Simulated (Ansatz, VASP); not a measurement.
# Cross-check of Ga2O3 between VASP and Ansatz, part 2 of 2

Aim: how closely do two programs agree when they are given the same cell, functional and k mesh? The cell is taken from a series of runs on this material, whose earlier steps may have relaxed, scaled, displaced or heated it; both programs get it as it stands.

VASP 6.6.1 and Ansatz 0.2.0.

So far: Set-up; Ansatz: G0W0 gap, PBE.

## 3. VASP: G0W0 gap, PBE

Level of this step: G0W0 on PBE; plane waves and PAW (Ga_d_GW, O_GW) (VASP).

The same cell, functional and mesh now go to VASP, with its own data sets.

Lines of VASP's logs that name or quote its potential files are left out, and so is its time.

The run reads the wave functions of an earlier VASP run, which isn't shown here.

File INCAR:

```
SYSTEM = Ga2O3
PREC = Accurate
ENCUT = 440
ISMEAR = 0
SIGMA = 0.01
LREAL = .FALSE.
GGA = PE
NBANDS = 264
ALGO = EVGW0
NELMGW = 1
ENCUTGW = 96
NOMEGA = 64
PRECFOCK = Fast
NBANDSGW = 56
LWAVE = .FALSE.
LCHARG = .FALSE.
```

File POSCAR:

```
Ga2O3
1.0
    2.5288302155      1.4600208056      4.5408320330
   -2.5288302155      1.4600208056      4.5408320330
    0.0000000000     -2.9200416113      4.5408320330
Ga O
4 6
Direct
    0.8558409214      0.8558409214      0.8558409214
    0.6441590786      0.6441590786      0.6441590786
    0.1441590786      0.1441590786      0.1441590786
    0.3558409214      0.3558409214      0.3558409214
    0.7500000000      0.4468771314      0.0531228686
    0.4468771314      0.0531228686      0.7500000000
    0.0531228686      0.7500000000      0.4468771314
    0.2500000000      0.5531228686      0.9468771314
    0.9468771314      0.2500000000      0.5531228686
    0.5531228686      0.9468771314      0.2500000000
```

File KPOINTS:

```
Automatic mesh
0
Gamma
4 4 4
0 0 0
```

Potentials, in the order of the species: Ga_d_GW and O_GW (PBE family, release 64).

Run with:

```sh
mpirun -np 8 vasp_std
```

Numbers of over 12 decimals in the logs are rounded to 6 here.

The program printed:

```text
[banner, memory and clock lines left out]
running    8 mpi-ranks, on    1 nodes
 distrk:  each k-point on    8 cores,    1 groups
 distr:  one band on    1 cores,    8 groups

 POSCAR found type information on POSCAR GaO
 POSCAR found :  2 types and      10 ions
|                                                                             |
|           W    W    AA    RRRRR   N    N  II  N    N   GGGG   !!!           |
|           W    W   A  A   R    R  NN   N  II  NN   N  G    G  !!!           |
|           W    W  A    A  R    R  N N  N  II  N N  N  G       !!!           |
|           W WW W  AAAAAA  RRRRR   N  N N  II  N  N N  G  GGG   !            |
|           WW  WW  A    A  R   R   N   NN  II  N   NN  G    G                |
|           W    W  A    A  R    R  N    N  II  N    N   GGGG   !!!           |
|                                                                             |
|     For optimal performance we recommend to set                             |
|       NCORE = 2 up to number-of-cores-per-socket                            |
|     NCORE specifies how many cores store one orbital (NPAR=cpu/NCORE).      |
|     This setting can greatly improve the performance of VASP for DFT.       |
|     The default, NCORE=1 might be grossly inefficient on modern             |
|     multi-core architectures or massively parallel machines. Do your        |
|     Unfortunately you need to use the default for GW and RPA                |
|     calculations (for HF NCORE is supported but not extensively tested      |
|     yet).                                                                   |
|                                                                             |

|                                                                             |
|           W    W    AA    RRRRR   N    N  II  N    N   GGGG   !!!           |
|           W    W   A  A   R    R  NN   N  II  NN   N  G    G  !!!           |
|           W    W  A    A  R    R  N N  N  II  N N  N  G       !!!           |
|           W WW W  AAAAAA  RRRRR   N  N N  II  N  N N  G  GGG   !            |
|           WW  WW  A    A  R   R   N   NN  II  N   NN  G    G                |
|           W    W  A    A  R    R  N    N  II  N    N   GGGG   !!!           |
|                                                                             |
|     The default for ENCUTGWSOFT is different in this version of VASP.       |
|     please manually set ENCUTGWSOFT =96 in the INCAR file.                  |
|                                                                             |

 LDA part: xc-table for (Slater+PW92), standard interpolation
 found WAVECAR, reading the header
 POSCAR, INCAR and KPOINTS ok, starting setup
 FFT: planning ... GRIDC
 FFT: planning ... GRID_SOFT
 FFT: planning ... GRID
 reading WAVECAR
 the WAVECAR file was read successfully
 initial charge from wavefunction
 available memory per node:     67.52 GB, setting MAXMEM to     69136

 The Fermi energy was updated, please check that it is located mid-gap
 values below the HOMO (VB) or above the LUMO (CB) will cause erroneous energies
 E-fermi :   5.1281

 calculate exact exchange contribution
 the WAVEDER file was read successfully
energies w=
    0.000    0.000    0.553    0.000    1.106    0.000    1.655    0.000
    2.201    0.000    2.743    0.000    3.279    0.000    3.809    0.000
    4.332    0.000    4.848    0.000    5.357    0.000    5.859    0.000
    6.354    0.000    6.842    0.000    7.324    0.000    7.801    0.000
    8.273    0.000    8.740    0.000    9.204    0.000    9.665    0.000
   10.125    0.000   10.584    0.000   11.043    0.000   11.503    0.000
   11.966    0.000   12.433    0.000   12.904    0.000   13.382    0.000
   13.868    0.000   14.363    0.000   14.869    0.000   15.388    0.000
   15.922    0.000   16.474    0.000   17.045    0.000   17.639    0.000
   18.259    0.000   18.908    0.000   19.591    0.000   20.312    0.000
   21.077    0.000   21.893    0.000   22.766    0.000   23.706    0.000
   24.723    0.000   25.829    0.000   27.042    0.000   28.377    0.000
   29.860    0.000   31.519    0.000   33.389    0.000   35.519    0.000
   37.968    0.000   40.818    0.000   44.179    0.000   48.202    0.000
   53.107    0.000   59.218    0.000   67.038    0.000   77.389    0.000
   91.723    0.000  112.845    0.000  147.006    0.000  211.486    0.000
 responsefunction array rank=     224
 LDA part: xc-table for (Slater+PW92), standard interpolation

 min. memory requirement per mpi rank    308.2 MB, per node   2465.4 MB

 allocating   8 responsefunctions rank=   224
 shmem allocating  64 responsefunctions rank=   224
 response function shared by NCSHMEM nodes    1
 Doing            8  frequencies on each core in blocks of           64
NQ=   1    0.0000    0.0000    0.0000,
|.........|.........|.........|.........|.........|.........|.........|.........
 performed       1623000 updates of chi_q(r,r)
 total number of BLAS operations        578.21 Gflops
NQ=   2    0.2500    0.0000    0.0000,
|.........|.........|.........|.........|.........|.........|.........|.........
 performed       4576000 updates of chi_q(r,r)
 total number of BLAS operations       1660.46 Gflops
NQ=   3    0.5000    0.0000    0.0000,
|.........|.........|.........|.........|.........|.........|.........|.........
 performed       6790000 updates of chi_q(r,r)
 total number of BLAS operations       2518.02 Gflops
NQ=   4    0.2500    0.2500    0.0000,
|.........|.........|.........|.........|.........|.........|.........|.........
 performed       9743000 updates of chi_q(r,r)
 total number of BLAS operations       3620.59 Gflops
NQ=   5    0.5000    0.2500   -0.0000,
|.........|.........|.........|.........|.........|.........|.........|.........
 performed      12874000 updates of chi_q(r,r)
 total number of BLAS operations       4833.06 Gflops
NQ=   6   -0.2500    0.2500    0.0000,
|.........|.........|.........|.........|.........|.........|.........|.........
 performed      15827000 updates of chi_q(r,r)
 total number of BLAS operations       5875.23 Gflops
NQ=   7    0.5000    0.5000    0.0000,
|.........|.........|.........|.........|.........|.........|.........|.........
 performed      18041000 updates of chi_q(r,r)
 total number of BLAS operations       6656.61 Gflops
NQ=   8    0.2500    0.2500    0.2500,
|.........|.........|.........|.........|.........|.........|.........|.........
 performed      19930000 updates of chi_q(r,r)
 total number of BLAS operations       7291.87 Gflops
NQ=   9    0.5000    0.2500    0.2500,
|.........|.........|.........|.........|.........|.........|.........|.........
 performed      22883000 updates of chi_q(r,r)
 total number of BLAS operations       8384.25 Gflops
NQ=  10   -0.2500    0.2500    0.2500,
|.........|.........|.........|.........|.........|.........|.........|.........
 performed      25836000 updates of chi_q(r,r)
 total number of BLAS operations       9436.37 Gflops
NQ=  11    0.5000    0.5000    0.2500,
|.........|.........|.........|.........|.........|.........|.........|.........
 performed      28789000 updates of chi_q(r,r)
 total number of BLAS operations      10488.48 Gflops
NQ=  12   -0.2500    0.5000    0.2500,
|.........|.........|.........|.........|.........|.........|.........|.........
 performed      31742000 updates of chi_q(r,r)
 total number of BLAS operations      11570.73 Gflops
NQ=  13    0.5000    0.5000    0.5000,
|.........|.........|.........|.........|.........|.........|.........|.........
 performed      33365000 updates of chi_q(r,r)
 total number of BLAS operations      12187.94 Gflops
 resolving degeneracies of screened two electron integrals

 calculate QP shifts <psi_nk| G(iteration)W_0 |psi_nk>: iteration 1
 entering main loop
```

Parts of OUTCAR (step 3):

```text
ion  position               nearest neighbor table
   1  0.856  0.856  0.856-   9 1.95  10 1.95   8 1.95   5 2.10   7 2.10   6 2.10   2 2.88
   2  0.644  0.644  0.644-   8 1.95  10 1.95   9 1.95   7 2.10   5 2.10   6 2.10   1 2.88
   3  0.144  0.144  0.144-   7 1.95   6 1.95   5 1.95   8 2.10   9 2.10  10 2.10   4 2.88
   4  0.356  0.356  0.356-   5 1.95   6 1.95   7 1.95   9 2.10   8 2.10  10 2.10   3 2.88
   5  0.750  0.447  0.053-   4 1.95   3 1.95   1 2.10   2 2.10
   6  0.447  0.053  0.750-   3 1.95   4 1.95   1 2.10   2 2.10
   7  0.053  0.750  0.447-   3 1.95   4 1.95   2 2.10   1 2.10
   8  0.250  0.553  0.947-   2 1.95   1 1.95   3 2.10   4 2.10
   9  0.947  0.250  0.553-   1 1.95   2 1.95   4 2.10   3 2.10
  10  0.553  0.947  0.250-   1 1.95   2 1.95   3 2.10   4 2.10

  LATTYP: Found a trigonal (rhomboedric) cell.
 ALAT       =     5.3986848920
 COS(alpha) =     0.5611729598

 Subroutine GETGRP returns: Found 12 space group operations
 (whereof  6 operations were pure point group operations)

The static configuration has the point symmetry S_6 .
 The point group associated with its full space group is D_3d.

 Found     13 irreducible k-points:

   k-points           NKPTS =     13   k-points in BZ     NKDIM =     64   number of bands    NBANDS=    264

   dimension x,y,z NGX =    40 NGY =   40 NGZ =   40
   dimension x,y,z NGXF=    80 NGYF=   80 NGZF=   80

   ENCUT  =  440.0 eV  32.34 Ry    5.69 a.u.   9.23  9.23  9.23*2*pi/ulx,y,z

   NELECT =      88.0000    total number of electrons

  energy-cutoff  :      440.00
  volume of cell :      100.59
      direct lattice vectors                 reciprocal lattice vectors
     2.528830216  1.460020806  4.540832033     0.197719877  0.114153624  0.073407986
    -2.528830216  1.460020806  4.540832033    -0.197719877  0.114153624  0.073407986
     0.000000000 -2.920041611  4.540832033     0.000000000 -0.228307249  0.073407986

 k-points in reciprocal lattice and weights: Automatic mesh
   0.00000000  0.00000000  0.00000000       0.016
   0.25000000  0.00000000  0.00000000       0.094
   0.50000000  0.00000000  0.00000000       0.047
   0.25000000  0.25000000  0.00000000       0.094
   0.50000000  0.25000000 -0.00000000       0.188
  -0.25000000  0.25000000  0.00000000       0.094
   0.50000000  0.50000000  0.00000000       0.047
   0.25000000  0.25000000  0.25000000       0.031
   0.50000000  0.25000000  0.25000000       0.094
  -0.25000000  0.25000000  0.25000000       0.094
   0.50000000  0.50000000  0.25000000       0.094
  -0.25000000  0.50000000  0.25000000       0.094
   0.50000000  0.50000000  0.50000000       0.016

 E-fermi :   5.1281

 QP shifts <psi_nk| G(iteration)W_0 |psi_nk>: iteration 1
 for sc-GW calculations column KS-energies equals QP-energies in previous step
 and V_xc(KS)=  KS-energies - (<T + V_ion + V_H > + <T+V_H+V_ion>^1  + <V_x>^1)
 k-point   1 :       0.0000    0.0000    0.0000
  band No.  KS-energies  QP-energies   sigma(KS)   V_xc(KS)     V^pw_x(r,r')   Z            occupation Imag(sigma)
    ...
     41       3.6302       2.9991     -20.8690     -20.0391     -25.5236       0.7605       2.0000       0.0753
     42       3.6423       3.1671     -20.4104     -19.7857     -24.8828       0.7607       2.0000       0.0737
     43       3.7198       3.1779     -20.6532     -19.9399     -25.2915       0.7597       2.0000       0.0757
     44       3.7198       3.1779     -20.6532     -19.9399     -25.2915       0.7597       2.0000       0.0757
     45       6.3423       7.3180     -13.3329     -14.5163     -10.1118       0.8244       0.0000      -0.0458
     46      10.2584      11.8307     -13.5815     -15.5470      -9.8094       0.7999       0.0000      -0.0618
     47      10.5056      11.6527     -11.7488     -13.1602      -7.6470       0.8127       0.0000      -0.0652
     48      12.4536      14.1496     -14.2493     -16.4292      -9.9247       0.7780       0.0000      -0.0874
    ...

 k-point   2 :       0.2500    0.0000    0.0000
  band No.  KS-energies  QP-energies   sigma(KS)   V_xc(KS)     V^pw_x(r,r')   Z            occupation Imag(sigma)
    ...
     41       3.3670       2.7183     -20.5117     -19.6542     -25.2619       0.7565       2.0000       0.0798
     42       3.4184       2.8597     -20.3016     -19.5659     -24.8528       0.7593       2.0000       0.0765
     43       3.7748       3.2011     -20.6736     -19.9176     -25.3726       0.7589       2.0000       0.0764
     44       3.9139       3.3492     -20.8688     -20.1254     -25.5817       0.7597       2.0000       0.0756
     45       7.9445       9.1182     -14.7632     -16.2114     -11.7866       0.8105       0.0000      -0.0471
     46      10.0953      11.5970     -13.4013     -15.2693      -9.6408       0.8039       0.0000      -0.0607
     47      10.9121      12.3917     -13.4039     -15.2638      -9.3981       0.7955       0.0000      -0.0689
     48      11.7473      13.3385     -13.9687     -15.9890      -9.7979       0.7876       0.0000      -0.0776
    ...

 k-point   3 :       0.5000    0.0000    0.0000
  band No.  KS-energies  QP-energies   sigma(KS)   V_xc(KS)     V^pw_x(r,r')   Z            occupation Imag(sigma)
    ...
     41       3.0261       2.3398     -19.8744     -18.9624     -24.6610       0.7526       2.0000       0.0848
     42       3.0261       2.3398     -19.8744     -18.9624     -24.6610       0.7526       2.0000       0.0848
     43       3.8048       3.2183     -20.7683     -19.9958     -25.4778       0.7593       2.0000       0.0761
     44       3.8048       3.2183     -20.7683     -19.9958     -25.4778       0.7593       2.0000       0.0761
     45       9.9579      11.3934     -14.1651     -15.9581     -10.4771       0.8006       0.0000      -0.0620
     46       9.9579      11.3934     -14.1651     -15.9581     -10.4771       0.8006       0.0000      -0.0620
     47      10.3217      11.7650     -13.5427     -15.3438      -9.6957       0.8014       0.0000      -0.0646
     48      10.3217      11.7650     -13.5427     -15.3438      -9.6957       0.8014       0.0000      -0.0646
    ...

 k-point   4 :       0.2500    0.2500    0.0000
  band No.  KS-energies  QP-energies   sigma(KS)   V_xc(KS)     V^pw_x(r,r')   Z            occupation Imag(sigma)
    ...
     41       3.3294       2.6817     -20.5753     -19.7216     -25.2421       0.7588       2.0000       0.0779
     42       3.4163       2.7584     -20.4509     -19.5825     -25.1545       0.7576       2.0000       0.0787
     43       3.6868       3.1040     -20.5473     -19.7788     -25.2443       0.7584       2.0000       0.0772
     44       3.7158       3.1567     -20.9143     -20.1808     -25.5060       0.7622       2.0000       0.0738
     45       8.2527       9.4685     -14.9230     -16.4365     -11.9149       0.8034       0.0000      -0.0490
     46      10.1845      11.6862     -13.3495     -15.2180      -9.5484       0.8037       0.0000      -0.0616
     47      10.9893      12.4939     -13.5766     -15.4740      -9.5697       0.7930       0.0000      -0.0698
     48      11.9046      13.5131     -13.8499     -15.8938      -9.6336       0.7870       0.0000      -0.0794
    ...

[... 4 further parts left out ...]
```

## 4. Side by side

Known differences besides the potentials themselves: fixed occupations in Ansatz, narrow Gaussian smearing in VASP; the cutoff is 420 eV in Ansatz and 440 eV in VASP; VASP leaves aspherical gradient terms in its spheres out (LASPH is not set), Ansatz keeps them; Ansatz integrates over frequency by contour deformation, VASP on a grid of NOMEGA points; Ansatz's G0W0 levels solve the quasiparticle equation, VASP's are linearised. Total energies have different zeros and are not compared.

Both answers:

```
                   quantity  Ansatz  VASP  difference
  G0W0 gap on the mesh (eV)    3.97  3.97        0.00
Kohn-Sham gap under it (eV)    2.44  2.43       +0.01
```

## 5. Summary of results

- difference in G0W0 gap on the mesh (G0W0 gap, PBE): 0.0020 eV

**Reading.** The difference in G0W0 gap on the mesh is 0.0020 eV (G0W0 gap, PBE). Such differences can come from data sets, numerical settings and the points named under the comparisons, not from the functional's error against experiment.

[Lines on the potential files, build, host, timing and source positions are cut from VASP's logs without a mark.]

[Logs are printed without paths, hosts, clocks, repeated set-up lines and the standing remarks that a program may print on its own settings, such as how far it seeks lower states.]

[Hosts, paths, dates, database ids (printed as entryN), source tags and the programs' standing remarks are cut or masked in the printed files.]
